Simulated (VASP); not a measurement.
Data:

```
CELL_PARAMETERS angstrom
      0.00000     3.05756     3.05756
      3.05756     0.00000     3.05756
      3.05756     3.05756     0.00000
ATOMIC_POSITIONS crystal
  Ga 0.00000 0.00000 0.00000
  Sb 0.25000 0.25000 0.25000
```

Method: PBE GGA with D4 dispersion, VASP's PBE PAW potentials (set 64) (plane waves; VASP). Run with 520 eV cut-off, Gaussian smearing of 0.050 eV, potentials Ga_d Sb.

Unless said otherwise, spin-orbit coupling is left out, though it shifts the bands of the heavy elements here.

**Question.** Give the energies of bands 7 to 12 at the high-symmetry points, in eV from the valence-band maximum.

**Answer.** 
```tsv
band	Γ	X	U	L	W
7	0.00	-6.82	-6.64	-6.37	-6.69
8	0.00	-2.58	-3.62	-1.16	-3.35
9	0.00	-2.58	-2.19	-1.16	-3.13
10	0.05	0.90	1.41	0.41	3.69
11	2.78	1.25	3.88	3.75	4.33
12	2.78	8.69	6.61	3.75	4.41
```

The gap is direct, 0.05 eV, from the valence maximum at Γ to the conduction minimum at Γ.

The compound is GaSb in the zinc blende structure. It was relaxed first.
